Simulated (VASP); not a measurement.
These are PBEsol GGA, VASP's PBE PAW potentials (set 64) (plane waves; VASP) values and carry that method's errors.

Input for VASP

POSCAR:
```
Y2Al
1
    0.0000000000     4.7093480000     4.7093480000
    4.7093480000     0.0000000000     4.7093480000
    4.7093480000     4.7093480000     0.0000000000
Y Al
4 2
Direct
  0.1250000000   0.1250000000   0.1250000000
  0.6250000000   0.1250000000   0.1250000000
  0.1250000000   0.6250000000   0.1250000000
  0.1250000000   0.1250000000   0.6250000000
  0.7500000000   0.7500000000   0.7500000000
  0.5000000000   0.5000000000   0.5000000000
```

File KPOINTS:
```
Automatic mesh
0
gamma
 5 5 5
```

### INCAR
```
ALGO  =  Normal
EDIFF  =  1E-6
ENCUT  =  300
GGA  =  PS
ISIF  =  2
ISMEAR  =  0
LASPH  =  .TRUE.
LCHARG  =  .FALSE.
LMAXMIX  =  4
LREAL  =  .FALSE.
LWAVE  =  .FALSE.
NELM  =  100
PREC  =  Accurate
SIGMA  =  0.2
SYSTEM  =  Y2Al
```

POTCAR, in this order: Y_sv Al (PBE.64 set). Program: vasp_std.

Output of the run:

File OSZICAR:
```
       N       E                     dE             d eps       ncg     rms          rms(c)
DAV:   1     0.191130328560E+03    0.19113E+03   -0.18439E+04   664   0.102E+03
DAV:   2    -0.648640860295E+01   -0.19762E+03   -0.19192E+03   664   0.272E+02
DAV:   3    -0.311509239085E+02   -0.24665E+02   -0.23975E+02  1008   0.500E+01
DAV:   4    -0.333053766580E+02   -0.21545E+01   -0.21229E+01   938   0.166E+01
DAV:   5    -0.333915159054E+02   -0.86139E-01   -0.85504E-01   870   0.288E+00    0.412E+01
DAV:   6    -0.323048167309E+02    0.10867E+01   -0.17347E+00   678   0.591E+00    0.249E+01
DAV:   7    -0.320850990780E+02    0.21972E+00   -0.19115E+00   700   0.646E+00    0.368E+00
DAV:   8    -0.320699276626E+02    0.15171E-01   -0.27398E-01   832   0.232E+00    0.222E+00
DAV:   9    -0.320705636920E+02   -0.63603E-03   -0.52289E-02   716   0.131E+00    0.750E-01
DAV:  10    -0.320695258408E+02    0.10379E-02   -0.10194E-02   700   0.427E-01    0.272E-01
DAV:  11    -0.320695072073E+02    0.18633E-04   -0.90568E-04   764   0.184E-01    0.112E-01
DAV:  12    -0.320695145956E+02   -0.73882E-05   -0.18881E-04   892   0.435E-02    0.264E-02
DAV:  13    -0.320695128831E+02    0.17125E-05   -0.14297E-05   590   0.136E-02    0.237E-02
DAV:  14    -0.320695112436E+02    0.16395E-05   -0.26366E-06   514   0.116E-02    0.282E-03
DAV:  15    -0.320695116170E+02   -0.37345E-06   -0.25491E-07   420   0.281E-03
   1 F= -.32069512E+02 E0= -.31997370E+02  d E =-.144284E+00
```

### OUTCAR
```
------------------------ aborting loop because EDIFF is reached ----------------------------------------
  FORCE on cell =-STRESS in cart. coord.  units (eV):
  Direction    XX          YY          ZZ          XY          YZ          ZX
  --------------------------------------------------------------------------------------
  Total       -8.6216453     -8.6216453     -8.6216453     -0.0000000      0.0000000     -0.0000000
  in kB      -66.1284562    -66.1284562    -66.1284562     -0.0000000      0.0000000     -0.0000000
  external PRESSURE =     -66.1284562 kB  Pullay stress =       0.0000000 kB
  volume of cell :      208.89
      direct lattice vectors                 reciprocal lattice vectors
     0.000000000  4.709348000  4.709348000    -0.106171810  0.106171810  0.106171810
     4.709348000  0.000000000  4.709348000     0.106171810 -0.106171810  0.106171810
     4.709348000  4.709348000  0.000000000     0.106171810  0.106171810 -0.106171810
 POSITION                                       TOTAL-FORCE (eV/Angst)
 -----------------------------------------------------------------------------------
      1.17734      1.17734      1.17734         0.000000      0.000000      0.000000
      1.17734      3.53201      3.53201         0.000000      0.000000      0.000000
      3.53201      1.17734      3.53201         0.000000      0.000000      0.000000
      3.53201      3.53201      1.17734         0.000000      0.000000      0.000000
      7.06402      7.06402      7.06402         0.000000      0.000000      0.000000
      4.70935      4.70935      4.70935        -0.000000     -0.000000     -0.000000
 -----------------------------------------------------------------------------------
    total drift:                                0.000000     -0.000000      0.000000
  FREE ENERGIE OF THE ION-ELECTRON SYSTEM (eV)
  ---------------------------------------------------
  free  energy   TOTEN  =       -32.0695116170 eV

  energy  without entropy=      -31.9252276845  energy(sigma->0) =      -31.99736965
```
(Selected blocks of OUTCAR.)

At this cut-off the stress carries a Pulay error, which pulls relaxed volumes low.

The structure was generated: Y2Al was put into an ordered model structure, which need not be its known phase. The cell was not relaxed at this level. The run is one of a series of settings (GGA = PS against the base run), some of them coarse on purpose.
